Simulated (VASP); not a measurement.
# The low-index faces of Au

How do surface energy, work function and relaxation of Au depend on the face?

Main program and level: VASP 6.6.1; PBE; plane waves and PAW (Au).

## (1) The structure

Symmetry: Fm-3m, No. 225, cubic system. The conventional cell has a = 4.080 Å, b = 4.080 Å, c = 4.080 Å, α = 90.00°, β = 90.00°, γ = 90.00°. Nearest to Au lie 12 Au at 2.88 Å.

Coordinates:

```cif
data_structure
_symmetry_space_group_name_H-M 'P 1'
_symmetry_Int_Tables_number 1
_cell_length_a 2.8850
_cell_length_b 2.8850
_cell_length_c 2.8850
_cell_angle_alpha 60.000
_cell_angle_beta 60.000
_cell_angle_gamma 60.000
_cell_volume 16.98
loop_
_atom_site_label
_atom_site_type_symbol
_atom_site_fract_x
_atom_site_fract_y
_atom_site_fract_z
_atom_site_occupancy
Au1 Au 0.00000 0.00000 0.00000 1
```

## (2) The bulk reference, job relaxation, k-mesh 16×16×16

The bulk crystal is relaxed first, so that the slabs are cut at this functional's lattice.

The input, INCAR:

```
SYSTEM = Au
PREC = Accurate
ENCUT = 420
EDIFF = 1E-06
NELM = 120
ISMEAR = 1
SIGMA = 0.15
LREAL = .FALSE.
ALGO = Normal
GGA = PE
NBANDS = 11
LASPH = .TRUE.
LORBIT = 11
LWAVE = .FALSE.
LCHARG = .FALSE.
KPAR = 4
IBRION = 2
NSW = 30
ISIF = 3
EDIFFG = -0.01
POTIM = 0.4
```

The input, POSCAR:

```
Au
1.0
    0.0000000000      2.0400000000      2.0400000000
    2.0400000000      0.0000000000      2.0400000000
    2.0400000000      2.0400000000      0.0000000000
Au
1
Direct
    0.0000000000      0.0000000000      0.0000000000
```

The input, KPOINTS:

```
Automatic mesh
0
Gamma
16 16 16
0 0 0
```

Potentials, in the order of the species: Au (PBE family, release 64).

Command:

```bash
mpirun -np 4 vasp_std
```

The program printed:

```text
[banner, memory and clock lines left out]
running    4 mpi-ranks, on    1 nodes
 distrk:  each k-point on    1 cores,    4 groups
 distr:  one band on    1 cores,    1 groups

 POSCAR found type information on POSCAR Au
 POSCAR found :  1 types and       1 ions
 LDA part: xc-table for (Slater+PW92), standard interpolation
 POSCAR, INCAR and KPOINTS ok, starting setup
 FFT: planning ... GRIDC
 FFT: planning ... GRID_SOFT
 FFT: planning ... GRID
 WAVECAR not read
 entering main loop
       N       E                     dE             d eps       ncg     rms          rms(c)
DAV:   1     0.373545224425E+02    0.37355E+02   -0.50039E+03  3694   0.740E+02
DAV:   2    -0.303764849648E+01   -0.40392E+02   -0.37536E+02  3583   0.166E+02
DAV:   3    -0.345792492349E+01   -0.42028E+00   -0.42009E+00  3648   0.167E+01
DAV:   4    -0.345932813736E+01   -0.14032E-02   -0.14032E-02  3559   0.111E+00
DAV:   5    -0.345933864991E+01   -0.10513E-04   -0.10513E-04  3673   0.936E-02    0.952E+00
DAV:   6    -0.321629521817E+01    0.24304E+00   -0.67793E-01  3352   0.706E+00    0.602E+00
DAV:   7    -0.319662351095E+01    0.19672E-01   -0.73347E-02  3619   0.233E+00    0.276E+00
DAV:   8    -0.319441644617E+01    0.22071E-02   -0.19572E-03  3439   0.393E-01    0.252E-01
DAV:   9    -0.319440689879E+01    0.95474E-05   -0.86661E-06  3631   0.278E-02    0.143E-02
DAV:  10    -0.319441239894E+01   -0.55001E-05   -0.24336E-06  3514   0.160E-02    0.160E-03
DAV:  11    -0.319441245013E+01   -0.51191E-07   -0.55357E-08  1802   0.195E-03
   1 F= -.31944125E+01 E0= -.31944271E+01  d E =-.319441E+01
 curvature:   0.00 expect dE= 0.000E+00 dE for cont linesearch  0.000E+00
 trial: gam= 0.00000 g(F)=  0.836E-64 g(S)=  0.111E+00 ort = 0.000E+00 (trialstep = 0.100E+01)
 search vector abs. value=  0.111E+00
 bond charge predicted
       N       E                     dE             d eps       ncg     rms          rms(c)
DAV:   1    -0.472868107107E+01   -0.15343E+01   -0.28700E+01  3316   0.522E+01    0.894E+00
DAV:   2    -0.327014315843E+01    0.14585E+01   -0.41684E+00  3274   0.173E+01    0.415E+00
DAV:   3    -0.319877069162E+01    0.71372E-01   -0.28496E-01  3529   0.436E+00    0.322E+00
DAV:   4    -0.319731812792E+01    0.14526E-02   -0.69584E-03  3355   0.619E-01    0.681E-01
DAV:   5    -0.319729478406E+01    0.23344E-04   -0.16638E-03  3640   0.241E-01    0.124E-02
DAV:   6    -0.319731831299E+01   -0.23529E-04   -0.21662E-05  3549   0.374E-02    0.600E-03
DAV:   7    -0.319731857454E+01   -0.26154E-06   -0.70857E-07  3454   0.689E-03
   2 F= -.31973186E+01 E0= -.31973907E+01  d E =-.290612E-02
 trial-energy change:   -0.002906  1 .order   -0.010271   -0.110890    0.090348
 step:   0.4961(harm=  0.5510)  dis= 0.00000  next Energy=    -3.221022 (dE=-0.266E-01)
 bond charge predicted
       N       E                     dE             d eps       ncg     rms          rms(c)
DAV:   1    -0.362348586916E+01   -0.42617E+00   -0.72484E+00  3316   0.257E+01    0.378E+00
DAV:   2    -0.323388260129E+01    0.38960E+00   -0.12440E+00  3283   0.907E+00    0.115E+00
DAV:   3    -0.322019644733E+01    0.13686E-01   -0.61241E-02  3562   0.195E+00    0.910E-01
DAV:   4    -0.322061791260E+01   -0.42147E-03   -0.36402E-03  3319   0.406E-01    0.208E-01
DAV:   5    -0.322052958090E+01    0.88332E-04   -0.10148E-04  3451   0.816E-02    0.199E-02
DAV:   6    -0.322053719164E+01   -0.76107E-05   -0.17635E-06  3519   0.998E-03    0.165E-03
DAV:   7    -0.322053771089E+01   -0.51926E-06   -0.12533E-07  1844   0.329E-03
   3 F= -.32205377E+01 E0= -.32206677E+01  d E =-.261253E-01
 curvature:  -0.27 expect dE=-0.828E-06 dE for cont linesearch -0.828E-06
 trial: gam= 0.00000 g(F)=  0.586E-65 g(S)=  0.305E-05 ort =-0.582E-03 (trialstep = 0.899E+00)
 search vector abs. value=  0.305E-05
 reached required accuracy - stopping structural energy minimisation
```

Wall time 15 s (4 MPI ranks of Intel Xeon Platinum 8488C (Sapphire Rapids), shared host); peak memory 0.58 GiB.

Lines that name or quote the potential files are left out of all logs, and their timing lines are given in words.

From OUTCAR (step 2):

```text
ion  position               nearest neighbor table
   1  0.000  0.000  0.000-

  LATTYP: Found a face centered cubic cell.
 ALAT       =     4.0800000000

 Subroutine GETGRP returns: Found 48 space group operations
 (whereof 48 operations were pure point group operations)

The static configuration has the point symmetry O_h .

 Found    145 irreducible k-points:

   k-points           NKPTS =    145   k-points in BZ     NKDIM =    145   number of bands    NBANDS=     11

   dimension x,y,z NGX =    20 NGY =   20 NGZ =   20
   dimension x,y,z NGXF=    40 NGYF=   40 NGZF=   40

   ENCUT  =  420.0 eV  30.87 Ry    5.56 a.u.   4.82  4.82  4.82*2*pi/ulx,y,z

   NELECT =      11.0000    total number of electrons

 k-points in reciprocal lattice and weights: Automatic mesh
   0.00000000  0.00000000  0.00000000       0.000
   0.06250000  0.00000000  0.00000000       0.002
   0.12500000  0.00000000  0.00000000       0.002
   0.18750000  0.00000000  0.00000000       0.002
   0.25000000  0.00000000  0.00000000       0.002
   0.31250000  0.00000000  0.00000000       0.002
   0.37500000  0.00000000  0.00000000       0.002
   0.43750000  0.00000000  0.00000000       0.002
   0.50000000  0.00000000  0.00000000       0.001
[...]
-0.31250000  0.50000000  0.18750000       0.003
  -0.25000000  0.50000000  0.25000000       0.001

 average (electrostatic) potential at core
       1 -64.8021

 E-fermi :   8.5639

 k-point     1 :       0.0000    0.0000    0.0000
  band No.  band energies     occupation
    ...
      2       4.2082      2.00000
      3       4.2082      2.00000
      4       4.2082      2.00000
      5       5.5894      2.00000
      6       5.5894      2.00000
      7      23.2111      0.00000
      8      26.9113      0.00000
      9      26.9113      0.00000
     10      26.9113      0.00000
     11      31.6525      0.00000

 k-point     2 :       0.0625    0.0000    0.0000
  band No.  band energies     occupation
    ...
      2       4.1682      2.00000
      3       4.2515      2.00000
      4       4.2515      2.00000
      5       5.5706      2.00000
      6       5.5706      2.00000
      7      23.3510      0.00000
      8      26.0311      0.00000
      9      27.0524      0.00000
     10      27.0524      0.00000
     11      32.2960      0.00000

 k-point     3 :       0.1250    0.0000    0.0000
  band No.  band energies     occupation
    ...
      2       4.0727      2.00000
      3       4.3594      2.00000
      4       4.3594      2.00000
      5       5.5383      2.00000
      6       5.5383      2.00000
      7      23.5027      0.00000
      8      24.4242      0.00000
      9      27.4361      0.00000
     10      27.4361      0.00000
     11      31.4328      0.00000

  Total       -0.0051329     -0.0051329     -0.0051329      0.0000000      0.0000000      0.0000000
  in kB       -0.4581060     -0.4581060     -0.4581060      0.0000000      0.0000000      0.0000000
  external PRESSURE =      -0.4581060 kB  Pullay stress =       0.0000000 kB

  energy-cutoff  :      420.00
  volume of cell :       17.95
      direct lattice vectors                 reciprocal lattice vectors
     0.000000000  2.078228361  2.078228361    -0.240589537  0.240589537  0.240589537
     2.078228361  0.000000000  2.078228361     0.240589537 -0.240589537  0.240589537
     2.078228361  2.078228361 -0.000000000     0.240589537  0.240589537 -0.240589537

 POSITION                                       TOTAL-FORCE (eV/Angst)
 -----------------------------------------------------------------------------------
      0.00000      0.00000      0.00000        -0.000000      0.000000      0.000000
 -----------------------------------------------------------------------------------
    total drift:                                0.000000      0.000000      0.000000

  FREE ENERGIE OF THE ION-ELECTRON SYSTEM (eV)
  ---------------------------------------------------
  free  energy   TOTEN  =        -3.2205377109 eV

  energy  without entropy=       -3.2209275336  energy(sigma->0) =       -3.22066765

 reached required accuracy - stopping structural energy minimisation

 total charge
# of ion       s       p       d       tot
------------------------------------------
    1        0.523   0.316   8.759   9.598

[... 3 further parts left out ...]
```

This run has no spin polarisation. Its electron count is odd, so without a moment it is a metal by construction. The run keeps the 48 symmetry operations of its start, so it cannot find a distortion of lower symmetry.

Step by step:

```
step  energy less that of the first step (eV)  largest force (eV/Å)  pressure (GPa)  volume (Å³)
   1                                   0.0000                0.0000            9.23        16.98
   2                                  -0.0029                0.0000           -6.73        18.98
   3                                  -0.0261                0.0000           -0.05        17.95
```

```
conventional cell, symmetrised  before  after  change
                         a (Å)   4.080  4.156  +1.9 %
                         b (Å)   4.080  4.156  +1.9 %
                         c (Å)   4.080  4.156  +1.9 %
              volume (Å³/atom)   16.98  17.95  +5.7 %
```

Final coordinates:

```
Au
1.0
     0.00000    2.07823    2.07823
     2.07823    0.00000    2.07823
     2.07823    2.07823    0.00000
Au
1
Direct
  0.00000 0.00000 0.00000
```

Numbers from this step:

```yaml
electronic_cycles: 25
electrons: 11
free_energy_toten: -3.221 eV
energy_at_zero_smearing: -3.221 eV
fermi_energy: 8.564 eV
metallic: yes
```

The run ended after 3 ionic steps, 0.026 eV below its first step, once forces and stress met EDIFFG = -0.01.

Energy at zero smearing: -3.22067 eV.

## (3) The bulk reference, job self-consistent run, k-mesh 19×19×19

The input, INCAR:

```
SYSTEM = Au
PREC = Normal
ENCUT = 320
EDIFF = 1E-06
NELM = 120
ISMEAR = 1
SIGMA = 0.15
LREAL = .FALSE.
ALGO = Fast
GGA = PE
NBANDS = 11
LASPH = .TRUE.
LORBIT = 11
LWAVE = .FALSE.
LCHARG = .FALSE.
KPAR = 4
```

The input, POSCAR:

```
Au
1.0
    0.0000000000      2.0782283609      2.0782283609
    2.0782283609      0.0000000000      2.0782283609
    2.0782283609      2.0782283609      0.0000000000
Au
1
Direct
    0.0000000000      0.0000000000      0.0000000000
```

The input, KPOINTS:

```
Automatic mesh
0
Gamma
19 19 19
0 0 0
```

Command:

```bash
mpirun -np 4 vasp_std
```

The program printed:

```text
[... set-up lines as in an earlier step ...]
 entering main loop
       N       E                     dE             d eps       ncg     rms          rms(c)
DAV:   1     0.279161999986E+02    0.27916E+02   -0.42373E+03  5894   0.575E+02
DAV:   2    -0.322025964742E+01   -0.31136E+02   -0.29336E+02  5467   0.142E+02
DAV:   3    -0.348451099534E+01   -0.26425E+00   -0.26415E+00  5507   0.126E+01
DAV:   4    -0.348536465361E+01   -0.85366E-03   -0.85363E-03  5425   0.838E-01
DAV:   5    -0.348537123705E+01   -0.65834E-05   -0.65833E-05  5548   0.706E-02    0.796E+00
RMM:   6    -0.323860125291E+01    0.24677E+00   -0.34907E-01  4860   0.523E+00    0.516E+00
RMM:   7    -0.322325416402E+01    0.15347E-01   -0.37056E-02  5094   0.192E+00    0.264E+00
RMM:   8    -0.322140729558E+01    0.18469E-02   -0.32489E-03  5085   0.474E-01    0.353E-01
RMM:   9    -0.322133324076E+01    0.74055E-04   -0.46079E-04  5356   0.190E-01    0.972E-02
RMM:  10    -0.322133873006E+01   -0.54893E-05   -0.60433E-05  5309   0.585E-02    0.541E-02
RMM:  11    -0.322133908824E+01   -0.35818E-06   -0.12372E-05  5077   0.257E-02    0.956E-03
WARNING in EDDRMM: call to ZHEGV failed, returncode =   8  4     11
RMM:  12    -0.322133918445E+01   -0.96213E-07   -0.11552E-06  4037   0.781E-03
   1 F= -.32213392E+01 E0= -.32210324E+01  d E =-.920284E-03
```

Run time: 5.2 s. Hardware: 4 MPI ranks; peak memory 0.47 GiB; 18 s of CPU time.

Parts of OUTCAR (step 3):

```text
  LATTYP: Found a face centered cubic cell.
 ALAT       =     4.1564567218

The static configuration has the point symmetry O_h .

 Found    220 irreducible k-points:

   k-points           NKPTS =    220   k-points in BZ     NKDIM =    220   number of bands    NBANDS=     11

   dimension x,y,z NGX =    14 NGY =   14 NGZ =   14
   dimension x,y,z NGXF=    28 NGYF=   28 NGZF=   28

   ENCUT  =  320.0 eV  23.52 Ry    4.85 a.u.   4.29  4.29  4.29*2*pi/ulx,y,z

   NELECT =      11.0000    total number of electrons

 E-fermi :   8.7028

 k-point     1 :       0.0000    0.0000    0.0000
  band No.  band energies     occupation
    ...
      2       4.2080      2.00000
      3       4.2080      2.00000
      4       4.2080      2.00000
      5       5.5895      2.00000
      6       5.5895      2.00000
      7      23.2135      0.00000
      8      26.9107      0.00000
      9      26.9107      0.00000
     10      26.9107      0.00000
     11      31.6541      0.00000

 k-point     2 :       0.0526    0.0000    0.0000
  band No.  band energies     occupation
    ...
      2       4.1798      2.00000
      3       4.2391      2.00000
      4       4.2391      2.00000
      5       5.5758      2.00000
      6       5.5758      2.00000
      7      23.3150      0.00000
      8      26.2589      0.00000
      9      27.0114      0.00000
     10      27.0114      0.00000
     11      32.1768      0.00000

  Total       -0.1028892     -0.1028892     -0.1028892      0.0000000      0.0000000      0.0000000
  in kB       -9.1827009     -9.1827009     -9.1827009      0.0000000      0.0000000      0.0000000
  external PRESSURE =      -9.1827009 kB  Pullay stress =       0.0000000 kB

  energy-cutoff  :      320.00
  volume of cell :       17.95
      direct lattice vectors                 reciprocal lattice vectors
     0.000000000  2.078228361  2.078228361    -0.240589537  0.240589537  0.240589537
     2.078228361  0.000000000  2.078228361     0.240589537 -0.240589537  0.240589537
     2.078228361  2.078228361  0.000000000     0.240589537  0.240589537 -0.240589537

 POSITION                                       TOTAL-FORCE (eV/Angst)
 -----------------------------------------------------------------------------------
      0.00000      0.00000      0.00000         0.000000      0.000000      0.000000
 -----------------------------------------------------------------------------------
    total drift:                               -0.000000     -0.000000     -0.000000

  FREE ENERGIE OF THE ION-ELECTRON SYSTEM (eV)
  ---------------------------------------------------
  free  energy   TOTEN  =        -3.2213391845 eV

  energy  without entropy=       -3.2204189000  energy(sigma->0) =       -3.22103242

 total charge
# of ion       s       p       d       tot
------------------------------------------
    1        0.523   0.317   8.754   9.595

[... 2 parts as in an earlier step ...]

[... 6 further parts left out ...]
```

Numbers from this step:

| Quantity | Value |
| --- | --- |
| electronic cycles | 12 |
| Fermi energy | 8.703 eV |

Energy at zero smearing: -3.22103 eV.

The run ends at a pressure of -0.92 GPa.

(Continued in part 2 of 4.)

[Lines on the potential files, build, host, timing and source positions are cut from VASP's logs without a mark.]

[Logs are printed without paths, hosts, clocks, repeated set-up lines and the standing remarks that a program may print on its own settings, such as how far it seeks lower states.]

[Hosts, paths, dates, database ids (printed as entryN), source tags and the programs' standing remarks are cut or masked in the printed files.]

[Runs that stopped without an error message from VASP are left out.]
